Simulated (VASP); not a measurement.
Here is the system:

```xyz
2
Lattice="0.0000 2.2274 2.2274 2.2274 0.0000 2.2274 2.2274 2.2274 0.0000" Properties=species:S:1:pos:R:3 pbc="T T T"
Na     0.0000     0.0000     0.0000
F      2.2274     2.2274     2.2274
```

All values below come from SCAN meta-GGA, VASP's PBE PAW potentials (set 64) (plane waves; VASP 6.6.1). Run with 520 eV cut-off, 10×10×10 Γ-centred mesh, Gaussian smearing of 0.050 eV, potentials Na_pv F.

Q: Give the stress tensor in GPa (positive for a compressed cell).

A: 
```
4.71  0.00  0.00
0.00  4.71  0.00
0.00  0.00  4.71
```
The pressure is its mean diagonal, 4.71 GPa.

The compound is NaF in the rock salt structure. This cell is one point of a volume scan, at 0.94 of the reference volume.
